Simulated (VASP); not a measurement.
# GW on GaN, part 2 of 4

Wanted: how far GW moves the Kohn-Sham levels of GaN. The cell is of the wurtzite type, one of the forms listed for this formula. The start is a cell from a database of measured crystal structures.

VASP 6.6.1, plane waves and PAW; the level of theory is named at each step.

So far. Step 2 (Ground state): The cell has a gap of 1.89 eV on mesh and path and a pressure of +3.6 GPa, which holds the misfit of the given cell and coordinates with this functional, and any error of cutoff, mesh and data sets. Spin-orbit coupling is left out, which can shift or reorder these edges. Forces of up to 0.12 eV/Å remain in these settings.

The database entry behind the starting cell has ideal inner coordinates that were not refined, so it need not match the best structure at ambient conditions.

### 3. Empty bands

Level of this step: PBE; plane waves and PAW (Ga_d_GW, N_GW) (VASP).

ALGO = Exact makes the empty bands from the converged ground state in one step. LOPTICS writes the k-derivatives of the orbitals (WAVEDER), which give the long-wavelength limit of the screening.

Input file INCAR:

```
SYSTEM = GaN
PREC = Accurate
ENCUT = 450
ISMEAR = 0
SIGMA = 0.01
LREAL = .FALSE.
GGA = PE
NBANDS = 104
ALGO = Exact
NELM = 1
LWAVE = .TRUE.
LCHARG = .FALSE.
LOPTICS = .TRUE.
NEDOS = 1000
CSHIFT = 0.1
```

Input file POSCAR:

```
GaN
1.0
    3.1900000000      0.0000000000      0.0000000000
   -1.5950000000      2.7626210381      0.0000000000
    0.0000000000      0.0000000000      5.1890000000
Ga N
2 2
Direct
    0.6666666667      0.3333333333      0.0000000000
    0.3333333333      0.6666666667      0.5000000000
    0.6666666667      0.3333333333      0.3750000000
    0.3333333333      0.6666666667      0.8750000000
```

Input file KPOINTS:

```
Automatic mesh
0
Gamma
6 6 4
0 0 0
```

Potentials, in the order of the species: Ga_d_GW and N_GW (PBE family, release 64).

Run with:

```bash
> mpirun -np 8 vasp_std
```

The log of the run:

```text
[banner, memory and clock lines left out]
running    8 mpi-ranks, on    1 nodes
 distrk:  each k-point on    8 cores,    1 groups
 distr:  one band on    1 cores,    8 groups

 POSCAR found type information on POSCAR GaN
 POSCAR found :  2 types and       4 ions
 [... a notice as in an earlier step ...]

 LDA part: xc-table for (Slater+PW92), standard interpolation
 found WAVECAR, reading the header
  number of bands has changed, file:    24 present:   104
  trying to continue reading WAVECAR, but it might fail
 POSCAR, INCAR and KPOINTS ok, starting setup
 FFT: planning ... GRIDC
 FFT: planning ... GRID_SOFT
 FFT: planning ... GRID
 reading WAVECAR
 random initialization beyond band           24
 the WAVECAR file was read successfully
 initial charge from wavefunction
 entering main loop
       N       E                     dE             d eps       ncg     rms          rms(c)
DIA:   1    -0.242732362685E+02   -0.24273E+02    0.00000E+00     0   0.000E+00
   1 F= -.24273236E+02 E0= -.24273236E+02  d E =-.335791E-40
 writing wavefunctions
 optical routines
 imaginary and real dielectric function
 recalculating local potential from charge density
 direction            1
 direction            2
 direction            3
```

Run time: 8.4 s. Hardware: 8 MPI ranks of AMD EPYC 9R45, shared host; peak memory 1.3 GiB.

OUTCAR, selected parts (step 3):

```text
 Found     21 irreducible k-points:

   k-points           NKPTS =     21   k-points in BZ     NKDIM =     21   number of bands    NBANDS=    104

   NELECT =      36.0000    total number of electrons

 E-fermi :   5.2239

 k-point     2 :       0.1667   -0.0000    0.0000
  band No.  band energies     occupation
    ...
     14       2.4111      2.00000
     15       3.4066      2.00000
     16       3.5827      2.00000
     17       4.7827      2.00000
     18       4.8953      2.00000
     19       8.5531      0.00000
     20      10.6470      0.00000
     21      13.2647      0.00000
     22      14.0389      0.00000
     23      15.5534      0.00000
    ...

 k-point     3 :       0.3333   -0.0000    0.0000
  band No.  band energies     occupation
    ...
     14       0.2473      2.00000
     15       1.2386      2.00000
     16       2.7533      2.00000
     17       3.8408      2.00000
     18       4.3976      2.00000
     19       9.9862      0.00000
     20      10.8485      0.00000
     21      11.8293      0.00000
     22      13.5464      0.00000
     23      15.4319      0.00000
    ...

  Total        0.8879294      0.8879294      1.3242601      0.0000000      0.0000000     -0.0000000
  in kB       31.1095238     31.1095238     46.3968206      0.0000000      0.0000000     -0.0000000
  external PRESSURE =      36.2052894 kB  Pullay stress =       0.0000000 kB

 POSITION                                       TOTAL-FORCE (eV/Angst)
 -----------------------------------------------------------------------------------
      1.59500      0.92087      0.00000         0.000000     -0.000000     -0.117901
     -0.00000      1.84175      2.59450         0.000000      0.000000     -0.117901
      1.59500      0.92087      1.94588        -0.000000     -0.000000      0.117901
     -0.00000      1.84175      4.54038        -0.000000     -0.000000      0.117901
 -----------------------------------------------------------------------------------
    total drift:                                0.000000      0.000000      0.000286

  FREE ENERGIE OF THE ION-ELECTRON SYSTEM (eV)
  ---------------------------------------------------
  free  energy   TOTEN  =       -24.2732362685 eV

  energy  without entropy=      -24.2732362685  energy(sigma->0) =      -24.27323627

 plasma frequency squared (from intraband transitions) (eV^2)
  --------------------------------------------------------------------------------------
       0.000       0.000       0.000
       0.000       0.000       0.000
       0.000       0.000       0.000

[... 11 parts as in an earlier step ...]

[... 2 further parts left out ...]
```

The gap is read on the k-mesh alone, so it is an upper bound where the band edges lie off the mesh.

A gap read on the k-mesh alone can miss the band edges.

This step gave:

```yaml
gap_on_the_k_mesh: 1.894 eV
least_direct_gap_on_the_k_mesh: 1.894 eV
```

WAVECAR now holds 104 bands for 36 electrons. Its independent-particle dielectric tensor has xx, yy, zz = 6.4, 6.4, 6.3 on this mesh, which isn't tested for convergence in mesh or bands and lacks local fields.

### 4. G0W0, ENCUTGW 100, bands in the sums 104

This step: G0W0 on PBE; plane waves and PAW (Ga_d_GW, N_GW) (VASP 6.6.1).

G0W0 keeps orbitals and screening fixed and shifts each of the lowest NBANDSGW levels once.

Input file INCAR:

```
SYSTEM = GaN
PREC = Accurate
ENCUT = 450
ISMEAR = 0
SIGMA = 0.01
LREAL = .FALSE.
GGA = PE
NBANDS = 104
ALGO = EVGW0
NELMGW = 1
ENCUTGW = 100
NOMEGA = 48
PRECFOCK = Fast
NBANDSGW = 32
LWAVE = .FALSE.
LCHARG = .FALSE.
```

POSCAR is that of step 3.

KPOINTS is that of step 3.

Run with:

```bash
> mpirun -np 8 vasp_std
```

The log of the run:

```text
[banner, memory and clock lines left out]
running    8 mpi-ranks, on    1 nodes
 distrk:  each k-point on    8 cores,    1 groups
 distr:  one band on    1 cores,    8 groups

 POSCAR found type information on POSCAR GaN
 POSCAR found :  2 types and       4 ions
 [... a notice as in an earlier step ...]

|                                                                             |
|           W    W    AA    RRRRR   N    N  II  N    N   GGGG   !!!           |
|           W    W   A  A   R    R  NN   N  II  NN   N  G    G  !!!           |
|           W    W  A    A  R    R  N N  N  II  N N  N  G       !!!           |
|           W WW W  AAAAAA  RRRRR   N  N N  II  N  N N  G  GGG   !            |
|           WW  WW  A    A  R   R   N   NN  II  N   NN  G    G                |
|           W    W  A    A  R    R  N    N  II  N    N   GGGG   !!!           |
|                                                                             |
|     The default for ENCUTGWSOFT is different in this version of VASP.       |
|     please manually set ENCUTGWSOFT =100 in the INCAR file.                 |
|                                                                             |

 LDA part: xc-table for (Slater+PW92), standard interpolation
 found WAVECAR, reading the header
 POSCAR, INCAR and KPOINTS ok, starting setup
 FFT: planning ... GRIDC
 FFT: planning ... GRID_SOFT
 FFT: planning ... GRID
 reading WAVECAR
 the WAVECAR file was read successfully
 initial charge from wavefunction
 available memory per node:     34.38 GB, setting MAXMEM to     35201

 The Fermi energy was updated, please check that it is located mid-gap
 values below the HOMO (VB) or above the LUMO (CB) will cause erroneous energies
 E-fermi :   6.0796

 calculate exact exchange contribution
 the WAVEDER file was read successfully
energies w=
    0.000    0.000    0.706    0.000    1.409    0.000    2.106    0.000
    2.795    0.000    3.475    0.000    4.143    0.000    4.799    0.000
    5.443    0.000    6.076    0.000    6.697    0.000    7.307    0.000
    7.910    0.000    8.505    0.000    9.094    0.000    9.681    0.000
   10.266    0.000   10.852    0.000   11.442    0.000   12.039    0.000
   12.646    0.000   13.265    0.000   13.901    0.000   14.557    0.000
   15.238    0.000   15.950    0.000   16.698    0.000   17.489    0.000
   18.332    0.000   19.237    0.000   20.216    0.000   21.284    0.000
   22.458    0.000   23.762    0.000   25.227    0.000   26.889    0.000
   28.798    0.000   31.024    0.000   33.659    0.000   36.835    0.000
   40.747    0.000   45.687    0.000   52.127    0.000   60.868    0.000
   73.394    0.000   92.801    0.000  126.779    0.000  201.232    0.000
 responsefunction array rank=     120
 LDA part: xc-table for (Slater+PW92), standard interpolation

 min. memory requirement per mpi rank    181.6 MB, per node   1453.0 MB

 allocating   6 responsefunctions rank=   120
 shmem allocating  48 responsefunctions rank=   120
 response function shared by NCSHMEM nodes    1
 Doing            6  frequencies on each core in blocks of           48
NQ=   1    0.0000    0.0000    0.0000,
|.........|.........|.........|.........|.........|.........|.........|.........
 performed        585000 updates of chi_q(r,r)
 total number of BLAS operations         45.92 Gflops
NQ=   2    0.1667   -0.0000    0.0000,
|.........|.........|.........|.........|.........|.........|.........|.........
 performed       1629000 updates of chi_q(r,r)
 total number of BLAS operations        138.07 Gflops
NQ=   3    0.3333   -0.0000    0.0000,
|.........|.........|.........|.........|.........|.........|.........|.........
 performed       2673000 updates of chi_q(r,r)
 total number of BLAS operations        228.48 Gflops
NQ=   4    0.5000   -0.0000    0.0000,
|.........|.........|.........|.........|.........|.........|.........|.........
 performed       3478000 updates of chi_q(r,r)
 total number of BLAS operations        300.86 Gflops
NQ=   5    0.1667    0.1667    0.0000,
|.........|.........|.........|.........|.........|.........|.........|.........
 performed       4562000 updates of chi_q(r,r)
 total number of BLAS operations        382.52 Gflops
NQ=   6    0.3333    0.1667    0.0000,
|.........|.........|.........|.........|.........|.........|.........|.........
 performed       5806000 updates of chi_q(r,r)
 total number of BLAS operations        492.29 Gflops
NQ=   7    0.3333    0.3333    0.0000,
|.........|.........|.........|.........|.........|.........|.........|.........
 performed       6504000 updates of chi_q(r,r)
 total number of BLAS operations        557.49 Gflops
NQ=   8    0.0000    0.0000    0.2500,
|.........|.........|.........|.........|.........|.........|.........|.........
 performed       7136000 updates of chi_q(r,r)
 total number of BLAS operations        618.69 Gflops
NQ=   9    0.1667   -0.0000    0.2500,
|.........|.........|.........|.........|.........|.........|.........|.........
 performed       8300000 updates of chi_q(r,r)
 total number of BLAS operations        723.38 Gflops
NQ=  10    0.3333   -0.0000    0.2500,
|.........|.........|.........|.........|.........|.........|.........|.........
 performed       9464000 updates of chi_q(r,r)
 total number of BLAS operations        822.22 Gflops
NQ=  11    0.5000   -0.0000    0.2500,
|.........|.........|.........|.........|.........|.........|.........|.........
 performed      10389000 updates of chi_q(r,r)
 total number of BLAS operations        896.23 Gflops
NQ=  12    0.1667    0.1667    0.2500,
|.........|.........|.........|.........|.........|.........|.........|.........
 performed      11633000 updates of chi_q(r,r)
 total number of BLAS operations       1003.92 Gflops
NQ=  13    0.3333    0.1667    0.2500,
|.........|.........|.........|.........|.........|.........|.........|.........
 performed      13037000 updates of chi_q(r,r)
 total number of BLAS operations       1125.43 Gflops
NQ=  14    0.3333    0.3333    0.2500,
|.........|.........|.........|.........|.........|.........|.........|.........
 performed      13802000 updates of chi_q(r,r)
 total number of BLAS operations       1185.43 Gflops
NQ=  15    0.0000    0.0000    0.5000,
|.........|.........|.........|.........|.........|.........|.........|.........
 performed      14387000 updates of chi_q(r,r)
 total number of BLAS operations       1248.47 Gflops
NQ=  16    0.1667   -0.0000    0.5000,
|.........|.........|.........|.........|.........|.........|.........|.........
 performed      15431000 updates of chi_q(r,r)
 total number of BLAS operations       1349.62 Gflops
NQ=  17    0.3333   -0.0000    0.5000,
|.........|.........|.........|.........|.........|.........|.........|.........
 performed      16475000 updates of chi_q(r,r)
 total number of BLAS operations       1440.03 Gflops
NQ=  18    0.5000   -0.0000    0.5000,
|.........|.........|.........|.........|.........|.........|.........|.........
 performed      17280000 updates of chi_q(r,r)
 total number of BLAS operations       1504.45 Gflops
NQ=  19    0.1667    0.1667    0.5000,
|.........|.........|.........|.........|.........|.........|.........|.........
 performed      18364000 updates of chi_q(r,r)
 total number of BLAS operations       1601.96 Gflops
NQ=  20    0.3333    0.1667    0.5000,
|.........|.........|.........|.........|.........|.........|.........|.........
 performed      19608000 updates of chi_q(r,r)
 total number of BLAS operations       1701.52 Gflops
NQ=  21    0.3333    0.3333    0.5000,
|.........|.........|.........|.........|.........|.........|.........|.........
 performed      20306000 updates of chi_q(r,r)
 total number of BLAS operations       1766.72 Gflops
 resolving degeneracies of screened two electron integrals

 calculate QP shifts <psi_nk| G(iteration)W_0 |psi_nk>: iteration 1
 entering main loop
```

It took 2.6 min on 8 MPI ranks; peak memory 1.6 GiB.

From OUTCAR (step 4):

```text
 Found     21 irreducible k-points:

   k-points           NKPTS =     21   k-points in BZ     NKDIM =    144   number of bands    NBANDS=    104

   NELECT =      36.0000    total number of electrons

 E-fermi :   6.0796

 QP shifts <psi_nk| G(iteration)W_0 |psi_nk>: iteration 1
 for sc-GW calculations column KS-energies equals QP-energies in previous step
 and V_xc(KS)=  KS-energies - (<T + V_ion + V_H > + <T+V_H+V_ion>^1  + <V_x>^1)
 k-point   1 :       0.0000    0.0000    0.0000
  band No.  KS-energies  QP-energies   sigma(KS)   V_xc(KS)     V^pw_x(r,r')   Z            occupation Imag(sigma)
    ...
     15       4.0908       3.6250     -17.4233     -16.8143     -20.7827       0.7649       2.0000       0.0849
     16       5.0693       4.7563     -18.0707     -17.6652     -21.1928       0.7719       2.0000       0.0745
     17       5.1324       4.7933     -18.1785     -17.7386     -21.3577       0.7710       2.0000       0.0755
     18       5.1324       4.7933     -18.1785     -17.7386     -21.3577       0.7710       2.0000       0.0755
     19       7.0268       7.8268     -12.4048     -13.3997      -9.1379       0.8041       0.0000      -0.0626
     20       9.3708      10.2937     -11.4009     -12.5450      -7.3952       0.8067       0.0000      -0.0797
     21      14.3178      15.4870     -12.9576     -14.5155      -7.7248       0.7505       0.0000      -0.1661
     22      14.9899      15.8316     -10.1657     -11.2226      -5.3070       0.7964       0.0000      -0.1269
    ...

 k-point   2 :       0.1667   -0.0000    0.0000
  band No.  KS-energies  QP-energies   sigma(KS)   V_xc(KS)     V^pw_x(r,r')   Z            occupation Imag(sigma)
    ...
     15       3.4066       2.9055     -16.9611     -16.3070     -20.1519       0.7662       2.0000       0.0881
     16       3.5827       3.0550     -17.0068     -16.3162     -20.4236       0.7641       2.0000       0.0901
     17       4.7827       4.4283     -17.8291     -17.3687     -21.0104       0.7698       2.0000       0.0772
     18       4.8953       4.5283     -17.9973     -17.5203     -21.2218       0.7695       2.0000       0.0775
     19       8.5531       9.4645     -13.2215     -14.3710      -9.9174       0.7928       0.0000      -0.0677
     20      10.6470      11.7062     -11.9764     -13.3061      -7.8145       0.7966       0.0000      -0.0888
     21      13.2647      14.1704     -10.9970     -12.1500      -6.2715       0.7856       0.0000      -0.1199
     22      14.0389      14.9419     -11.5959     -12.7600      -6.7506       0.7758       0.0000      -0.1362
    ...

 k-point   3 :       0.3333   -0.0000    0.0000
  band No.  KS-energies  QP-energies   sigma(KS)   V_xc(KS)     V^pw_x(r,r')   Z            occupation Imag(sigma)
    ...
     15       1.2386       0.5160     -16.2506     -15.2854     -20.1440       0.7487       2.0000       0.1348
     16       2.7533       2.1526     -16.4137     -15.6206     -19.9536       0.7574       2.0000       0.1011
     17       3.8408       3.3558     -16.9363     -16.3037     -20.2014       0.7667       2.0000       0.0854
     18       4.3976       3.9719     -17.6219     -17.0672     -20.9327       0.7674       2.0000       0.0821
     19       9.9862      10.8666     -11.9660     -13.0727      -7.9808       0.7955       0.0000      -0.0860
     20      10.8485      11.7342     -11.0389     -12.1391      -6.8181       0.8050       0.0000      -0.0890
     21      11.8293      12.6156     -11.3902     -12.3856      -7.0855       0.7899       0.0000      -0.1031
     22      13.5464      14.7687     -12.6282     -14.2194      -7.7789       0.7682       0.0000      -0.1327
    ...

[... 8 parts as in an earlier step ...]

[... 5 further parts left out ...]
```

Numbers from this step:

| Item | Value |
| --- | --- |
| quasiparticle gap on the mesh | 3.034 eV |
| smallest direct quasiparticle gap on the mesh | 3.034 eV |
| gap of the starting orbitals on the mesh | 1.894 eV |

GW takes the gap from 1.894 to 3.034 eV. Spin-orbit coupling is left out. The value holds for 104 bands, ENCUTGW = 100 eV and this mesh, and isn't shown to be converged in them.

### 5. Empty bands

This step: PBE; plane waves and PAW (Ga_d_GW, N_GW) (VASP 6.6.1).

The empty bands are made again, for the run that follows.

Input file INCAR:

```
SYSTEM = GaN
PREC = Accurate
ENCUT = 450
ISMEAR = 0
SIGMA = 0.01
LREAL = .FALSE.
GGA = PE
NBANDS = 176
ALGO = Exact
NELM = 1
LWAVE = .TRUE.
LCHARG = .FALSE.
LOPTICS = .TRUE.
NEDOS = 1000
CSHIFT = 0.1
```

POSCAR is that of step 4.

KPOINTS is that of step 4.

Run with:

```bash
> mpirun -np 8 vasp_std
```

The log of the run:

```text
[banner, memory and clock lines left out]
running    8 mpi-ranks, on    1 nodes
[...]
[... a notice as in an earlier step ...]

 LDA part: xc-table for (Slater+PW92), standard interpolation
 found WAVECAR, reading the header
  number of bands has changed, file:    24 present:   176
  trying to continue reading WAVECAR, but it might fail
 POSCAR, INCAR and KPOINTS ok, starting setup
[...]
reading WAVECAR
 random initialization beyond band           24
 the WAVECAR file was read successfully
 initial charge from wavefunction
 entering main loop
       N       E                     dE             d eps       ncg     rms          rms(c)
DIA:   1    -0.242732362684E+02   -0.24273E+02    0.00000E+00     0   0.000E+00
   1 F= -.24273236E+02 E0= -.24273236E+02  d E =-.133532E-35
 writing wavefunctions
 optical routines
 imaginary and real dielectric function
 recalculating local potential from charge density
 direction            1
 direction            2
 direction            3
```

Elapsed: 8.6 s, on 8 MPI ranks; peak memory 1.4 GiB.

From OUTCAR (step 5):

```text
  Total        0.8879294      0.8879294      1.3242601      0.0000000      0.0000000      0.0000000
  in kB       31.1095234     31.1095234     46.3968198      0.0000000      0.0000000      0.0000000
  external PRESSURE =      36.2052888 kB  Pullay stress =       0.0000000 kB

 POSITION                                       TOTAL-FORCE (eV/Angst)
 -----------------------------------------------------------------------------------
      1.59500      0.92087      0.00000         0.000000      0.000000     -0.117901
     -0.00000      1.84175      2.59450        -0.000000     -0.000000     -0.117901
      1.59500      0.92087      1.94588         0.000000      0.000000      0.117901
     -0.00000      1.84175      4.54038         0.000000      0.000000      0.117901
 -----------------------------------------------------------------------------------
    total drift:                                0.000000      0.000000      0.000286

  FREE ENERGIE OF THE ION-ELECTRON SYSTEM (eV)
  ---------------------------------------------------
  free  energy   TOTEN  =       -24.2732362684 eV

  energy  without entropy=      -24.2732362684  energy(sigma->0) =      -24.27323627

[... 1 part as in an earlier step ...]

[... 2 further parts left out ...]
[key lines of the parts left out:]
E-fermi :   5.2180
```

WAVECAR now holds 176 bands for 36 electrons.

[end of part 2 of 4]

[Lines on the potential files, build, host, timing and source positions are cut from VASP's logs without a mark.]

[Logs are printed without paths, hosts, clocks, repeated set-up lines and the standing remarks that a program may print on its own settings, such as how far it seeks lower states.]

[Hosts, paths, dates, database ids (printed as entryN), source tags and the programs' standing remarks are cut or masked in the printed files.]

[Pressures printed for these runs are not shown converged in the cutoff: they can be off by several GPa and have the wrong sign.]
